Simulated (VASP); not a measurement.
VASP input:

POSCAR:
```
PtS2
1
    1.8054000000    -3.1270450000     0.0000000000
    1.8054000000     3.1270450000     0.0000000000
    0.0000000000     0.0000000000     5.1408000000
Pt S
1 2
Direct
  0.0000000000   0.0000000000   0.0000000000
  0.3333330000   0.6666670000   0.2300000000
  0.6666670000   0.3333330000   0.7700000000
```

KPOINTS:
```
Automatic mesh
0
Gamma
6 6 4
0 0 0
```

### INCAR
```
ISMEAR = 0   ! Gaussian
SYSTEM = PtS2
AMIX = 0.2
GGA = PE   ! PBE
ENCUT = 400   ! plane-wave cut-off (eV)
BMIX = 1.0
PREC = Accurate
ALGO = Normal
NELM = 100   ! most electronic steps
ISIF = 2
LWAVE = .FALSE.
LREAL = .FALSE.
EDIFF = 1E-6   ! SCF stop (eV)
LCHARG = .FALSE.
IMIX = 1
SIGMA = 0.05   ! width (eV)
LMAXMIX = 6   ! l cut-off of mixed one-centre charges
LASPH = .TRUE.
```

POTCAR, in this order: Pt S (PBE.64 set). Program: vasp_std.

### Question
Translate this PBE calculation to Ansatz.

### Answer
One equivalent input (not run):
Ansatz 0.2 input:
```yaml
crystal:
  lattice:
    - [1.8054000, -3.1270450, 0.0000000]
    - [1.8054000, 3.1270450, 0.0000000]
    - [0.0000000, 0.0000000, 5.1408000]
  atoms:
    - { symbol: Pt, position: [0.0000000, 0.0000000, 0.0000000] }
    - { symbol: S, position: [0.3333330, 0.6666670, 0.2300000] }
    - { symbol: S, position: [0.6666670, 0.3333330, 0.7700000] }
kpoints:
  mp_grid: { grid: [6, 6, 4] }
hamiltonian:
  xc: pbe
  pseudopotentials: { kind: paw }
scf:
  occupations: { method: gaussian, width: 0.05 }
  max_iter: 100
output: { forces: true, stress: true, eigenvalues: true }
```
Limits of the translation: each code has its own PAW files, so the cut-off isn't converted (ENCUT is set for VASP's; basis.ecutwfc is left out, and Ansatz then takes the one that its files recommend); Ansatz stops its SCF on the density residual and VASP on the energy change (EDIFF).

The compound is PtS2 in the 1T layered structure. The cell was not relaxed at this level. The run is one of a series of settings (AMIX = 0.2, BMIX = 1.0, IMIX = 1 against the base run), some of them coarse on purpose.
